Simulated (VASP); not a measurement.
Runs of VASP 6.6.1 on IrC. Symmetry: F-43m, No. 216, cubic system. The conventional cell has a = 4.621 Å, b = 4.621 Å, c = 4.621 Å, α = 90.00°, β = 90.00°, γ = 90.00°. Ir (site symmetry -43m) has 4 C at 2.00 Å as nearest neighbours. Around C (site symmetry -43m) lie 4 Ir at 2.00 Å. The cell was built by a generator and needn't be a form met in nature.

```csv
level,U,gap on the mesh (eV),pressure (GPa)
r2SCAN+U,Ir d U = 2 eV,none,(a)
r2SCAN+U,Ir d U = 6 eV,none,(b)
r2SCAN,-,none,-1.0
r2SCAN+U,Ir d U = 3 eV,none,-8.2
r2SCAN+U,Ir d U = 5 eV,none,-14.8
```

Alike in all rows: task single point; potentials or basis VASP PAW PBE potentials, release 64 (Ir, C); no spin polarisation; cell as given; k mesh 10 × 10 × 10; cutoff (eV) 520; smearing fermi-dirac 0.05 eV.

**Question.** Fill in the values left out.

**Answer.** (a) -5.6; (b) -19.2.

Caveats: the PAW data sets were made with another functional, which shifts forces and pressure a little; U without spin polarisation on a metal has little footing (some runs); the U is typed as a test and isn't derived for this compound (some runs).

A k mesh can miss the band edges, and the runs leave out spin-orbit coupling on Ir.

A gap of «none» marks a metal or a gap under the smearing width.
